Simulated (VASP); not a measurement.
The system is HfGe.

```
CELL_PARAMETERS angstrom
3.93351 0.00000 0.00000
-1.96675 3.40652 0.00000
0.00000 0.00000 3.50962
ATOMIC_POSITIONS crystal
Hf 0.00000 0.00000 0.50000
Ge 0.33333 0.66667 0.50000
```

The cell was built by a generator and needn't be a form met in nature.

| Item | Value |
| --- | --- |
| Program | VASP 6.6.1 |
| Task | relaxation of cell and atoms |
| Functional | RPBE |
| Potentials or basis | VASP PAW PBE potentials, release 64 (Hf_pv, Ge_d) |
| Cutoff | 600 eV |
| k mesh | 8 × 8 × 8 |
| Occupations | gaussian, width 0.05 eV |
| Spin | no spin polarisation |

At the start: pressure 39.4 GPa; volume 23.51 Å³/atom.

Problem. How do energy, volume and symmetry change on relaxing?

Solution. Over 12 steps the energy falls by 1529.4 meV/atom and the volume is 28.18 Å³/atom (+19.8 %); space group P-6m2 (No. 187, to 0.05 Å).

Step by step:
| step | energy change (eV) | largest force (eV/Å) | pressure (GPa) | volume (Å³) |
| --- | --- | --- | --- | --- |
| 1 | 0.0000 | 0.0000 | 39.40 | 47.03 |
| 2 | -1.0595 | 0.0000 | -10.43 | 92.90 |
| 3 | -2.7851 | 0.0000 | -4.90 | 66.19 |
| 4 | -2.8010 | 0.0000 | -3.82 | 64.97 |
| 5 | -2.8038 | 0.0000 | -3.08 | 64.15 |
| 6 | -3.0014 | 0.0000 | -2.17 | 59.84 |
| 7 | -3.0543 | 0.0000 | -1.00 | 57.44 |
| 8 | -3.0577 | 0.0000 | -0.22 | 56.43 |
| 9 | -3.0579 | 0.0000 | -0.40 | 56.61 |
| 10 | -3.0579 | 0.0000 | -0.50 | 56.76 |
| 11 | -3.0584 | 0.0000 | 0.26 | 56.11 |
| 12 | -3.0587 | 0.0000 | -0.01 | 56.36 |

Final structure:
```cif
data_structure
_symmetry_space_group_name_H-M 'P 1'
_symmetry_Int_Tables_number 1
_cell_length_a 4.6451
_cell_length_b 4.6451
_cell_length_c 3.0161
_cell_angle_alpha 90.000
_cell_angle_beta 90.000
_cell_angle_gamma 120.000
_cell_volume 56.36
loop_
_atom_site_label
_atom_site_type_symbol
_atom_site_fract_x
_atom_site_fract_y
_atom_site_fract_z
_atom_site_occupancy
Hf1 Hf 0.00000 0.00000 0.50000 1
Ge1 Ge 0.33333 0.66667 0.50000 1
```

Caveat: the volume moved by over 15 % at a fixed basis, so the end points are rough; the PAW data sets were made with another functional, which shifts forces and pressure a little.
